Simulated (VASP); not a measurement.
Set up this calculation in VASP 6.6.1, as the native input.

| Property | Result |
| --- | --- |
| Task | relaxation of cell and atoms |
| Functional | PBE |
| Potentials or basis | VASP PAW PBE potentials, release 64 (Be, Te, Se) |
| Cutoff | 520 eV |
| k mesh | 5 × 5 × 5 |
| Occupations | gaussian, width 0.15 eV |
| Spin | no spin polarisation |
| Further INCAR settings | PREC = Normal; ALGO = Fast; EDIFF = 0.0001; IBRION = 2; EDIFFG = -0.08; NSW = 24; ISIF = 3 |

The structure of Be3Te2Se lies in POSCAR:

```
Be3Te2Se
1.0
   -1.8835000000      5.6500000000      2.6635000000
    1.8835000000     -5.6500000000      2.6635000000
    1.8835000000      5.6500000000     -2.6635000000
Be Te Se
3 2 1
Direct
    0.5833000000      0.7500000000      0.8333000000
    0.9167000000      0.7500000000      0.1667000000
    0.2500000000      0.7500000000      0.5000000000
    0.6667000000      0.0000000000      0.6667000000
    0.3333000000      0.0000000000      0.3333000000
    0.0000000000      0.0000000000      0.0000000000
```

The cell was built by a generator and needn't be a form met in nature.

The input as run:

INCAR

```
SYSTEM = Be3Te2Se
ALGO     = Fast           ! electronic algorithm
EDIFF    = 1E-4           ! SCF threshold, eV
EDIFFG   = -0.08          ! ionic threshold
ENCUT    = 520            ! plane-wave cutoff, eV
GGA      = PE             ! functional
IBRION   = 2              ! ionic algorithm
ISIF     = 3              ! what is computed and relaxed
ISMEAR   = 0              ! smearing method
KPAR     = 2            
LASPH    = .True.         ! aspherical terms in the spheres
LCHARG   = .False.        ! write CHGCAR
LREAL    = .False.        ! projectors in reciprocal space
LWAVE    = .False.        ! write WAVECAR
NELM     = 60             ! most SCF steps
NSW      = 24             ! ionic steps
PREC     = Normal         ! precision mode
SIGMA    = 0.15           ! smearing width, eV
```

KPOINTS

```
k-points
0
Gamma
  5 5 5
  0 0 0
```

Potentials or basis: VASP PAW PBE potentials, release 64 (Be, Te, Se).

Command:

```console
$ cat potpaw_PBE.64/Be/POTCAR potpaw_PBE.64/Te/POTCAR potpaw_PBE.64/Se/POTCAR > POTCAR
$ mpirun -np 2 vasp_std > vasp.out
```

It gave:

```yaml
Relaxed_volume: 20.88 Å³/atom
Relaxed_cell: a = 6.744 Å, b = 6.744 Å, c = 6.744 Å, α = 146.37°, β = 59.95°, γ = 131.93°
Space_group_after_relaxing_to_0.05_Å: Imm2 (No. 44)
Energy_gained_by_relaxing: 88.5 meV/atom
Ionic_steps: 9
Pressure_after_relaxing: 0.1 GPa
Largest_force_after_relaxing: 0.031 eV/Å
Band_gap_on_the_k_mesh: 2.09 eV, indirect (least direct gap 2.22 eV)
```

Caveat: spin-orbit coupling is left out, which moves the levels of the heavy elements; an odd mesh through Γ misses points on the zone boundary, where band edges often lie; the relaxation stopped at a loose force limit of 0.08 eV/Å, so its end isn't a converged minimum.

Run time: 63 s on 2 MPI ranks on Intel(R) Xeon(R) Platinum 8559C (Emerald Rapids), on a shared host, peak memory 0.24 GiB a rank.
